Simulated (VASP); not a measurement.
```
CELL_PARAMETERS angstrom
      0.00000     2.67500     2.67500
      2.67500     0.00000     2.67500
      2.67500     2.67500     0.00000
ATOMIC_POSITIONS crystal
  K  0.00000 0.00000 0.00000
  F  0.50000 0.50000 0.50000
```

Calculation: G0W0 on PBE orbitals, VASP's PBE PAW potentials (set 64) (plane waves; VASP). Numerical set-up: PREC = Normal, 500 eV cut-off, 4×4×4 Γ-centred mesh, Gaussian smearing of 0.010 eV, potentials K_sv_GW F_GW_new.

The mesh is coarse and the basis finite, so the quasiparticle values are not converged.

NBANDS = 160, ENCUTGW = 200 eV, NOMEGA = 64. The PBE levels (eV) that the step starts from are:

```csv
state,KS energy,filling
"k1 (0.00, 0.00, 0.00), band 5",-9.82,2
"k1 (0.00, 0.00, 0.00), band 6",-0.43,2
"k1 (0.00, 0.00, 0.00), band 7",-0.43,2
"k1 (0.00, 0.00, 0.00), band 8",-0.43,2
"k1 (0.00, 0.00, 0.00), band 9",5.72,0
"k1 (0.00, 0.00, 0.00), band 10",10.23,0
"k1 (0.00, 0.00, 0.00), band 11",10.23,0
"k1 (0.00, 0.00, 0.00), band 12",10.23,0
"k5 (0.50, 0.25, 0.00), band 5",-9.94,2
"k5 (0.50, 0.25, 0.00), band 6",-0.88,2
"k5 (0.50, 0.25, 0.00), band 7",-0.68,2
"k5 (0.50, 0.25, 0.00), band 8",-0.63,2
"k5 (0.50, 0.25, 0.00), band 9",8.66,0
"k5 (0.50, 0.25, 0.00), band 10",9.47,0
"k5 (0.50, 0.25, 0.00), band 11",11.20,0
"k5 (0.50, 0.25, 0.00), band 12",12.31,0
"k8 (-0.25, 0.50, 0.25), band 5",-9.91,2
"k8 (-0.25, 0.50, 0.25), band 6",-0.83,2
"k8 (-0.25, 0.50, 0.25), band 7",-0.60,2
"k8 (-0.25, 0.50, 0.25), band 8",-0.60,2
"k8 (-0.25, 0.50, 0.25), band 9",9.29,0
"k8 (-0.25, 0.50, 0.25), band 10",9.29,0
"k8 (-0.25, 0.50, 0.25), band 11",10.73,0
"k8 (-0.25, 0.50, 0.25), band 12",12.88,0
```

Problem. Give the quasiparticle energies and renormalisation factors Z.

Solution. 
| state | QP energy (eV) | Z |
|---|---|---|
| k1 (0.00, 0.00, 0.00), band 5 | -13.41 | 0.84 |
| k1 (0.00, 0.00, 0.00), band 6 | -2.92 | 0.78 |
| k1 (0.00, 0.00, 0.00), band 7 | -2.92 | 0.78 |
| k1 (0.00, 0.00, 0.00), band 8 | -2.92 | 0.78 |
| k1 (0.00, 0.00, 0.00), band 9 | 6.78 | 0.89 |
| k1 (0.00, 0.00, 0.00), band 10 | 12.72 | 0.88 |
| k1 (0.00, 0.00, 0.00), band 11 | 12.72 | 0.88 |
| k1 (0.00, 0.00, 0.00), band 12 | 12.72 | 0.88 |
| k5 (0.50, 0.25, 0.00), band 5 | -13.54 | 0.84 |
| k5 (0.50, 0.25, 0.00), band 6 | -3.45 | 0.78 |
| k5 (0.50, 0.25, 0.00), band 7 | -3.21 | 0.78 |
| k5 (0.50, 0.25, 0.00), band 8 | -3.15 | 0.78 |
| k5 (0.50, 0.25, 0.00), band 9 | 10.48 | 0.88 |
| k5 (0.50, 0.25, 0.00), band 10 | 11.05 | 0.87 |
| k5 (0.50, 0.25, 0.00), band 11 | 13.90 | 0.87 |
| k5 (0.50, 0.25, 0.00), band 12 | 15.48 | 0.86 |
| k8 (-0.25, 0.50, 0.25), band 5 | -13.50 | 0.84 |
| k8 (-0.25, 0.50, 0.25), band 6 | -3.38 | 0.78 |
| k8 (-0.25, 0.50, 0.25), band 7 | -3.13 | 0.78 |
| k8 (-0.25, 0.50, 0.25), band 8 | -3.13 | 0.78 |
| k8 (-0.25, 0.50, 0.25), band 9 | 11.13 | 0.88 |
| k8 (-0.25, 0.50, 0.25), band 10 | 11.13 | 0.88 |
| k8 (-0.25, 0.50, 0.25), band 11 | 13.32 | 0.87 |
| k8 (-0.25, 0.50, 0.25), band 12 | 15.90 | 0.85 |
On the mesh the gap opens from 6.16 to 9.70 eV.

The compound is KF in the rock salt structure. The cell was not relaxed at this level. The k-mesh is coarse (spacing up to 0.51 per Å, 2π included), so the numbers may not be converged in it.
